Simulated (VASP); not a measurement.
Here is the system:

```
CELL_PARAMETERS angstrom
      2.95066    -0.00006     0.00002
      0.00011     4.71344    -0.00615
      1.47482     0.23338     7.05511
ATOMIC_POSITIONS crystal
  Ti 0.66203 0.51909 0.68402
  Ti 0.34479 0.48169 0.31741
  Ti 0.00342 0.00034 0.00070
  O  0.56797 0.81573 0.87231
  O  0.22930 0.70295 0.54949
  O  0.90631 0.69240 0.19551
  O  0.10118 0.30835 0.80588
  O  0.77808 0.29779 0.45189
  O  0.43962 0.18506 0.12910
```

All values below come from PBEsol GGA, VASP's PBE PAW potentials (set 64) (plane waves; VASP 6.6.1). Numerical set-up: 520 eV cut-off, 9×5×4 Γ-centred mesh, tetrahedra with Blöchl corrections, potentials Ti_sv O.

The cores are frozen, which limits the accuracy of field gradients.

### Question
Give the principal components of the electric field gradient (V/Å²) and the asymmetry η at each nucleus.

### Answer

| atom | Vxx | Vyy | Vzz | η |
|---|---|---|---|---|
| Ti1 | 17.4 | 3.0 | -20.4 | 0.70 |
| Ti2 | 17.4 | 3.0 | -20.3 | 0.71 |
| Ti3 | 12.0 | 1.4 | -13.4 | 0.79 |
| O4 | 20.1 | 2.6 | -22.6 | 0.77 |
| O5 | -3.8 | -1.0 | 4.7 | 0.59 |
| O6 | -11.2 | -1.1 | 12.4 | 0.82 |
| O7 | -11.2 | -1.1 | 12.4 | 0.82 |
| O8 | -3.8 | -0.9 | 4.7 | 0.60 |
| O9 | 20.1 | 2.6 | -22.6 | 0.77 |

The structure comes from a computed database's TiO2 entry; how it stands against other phases isn't given here. It was relaxed first.
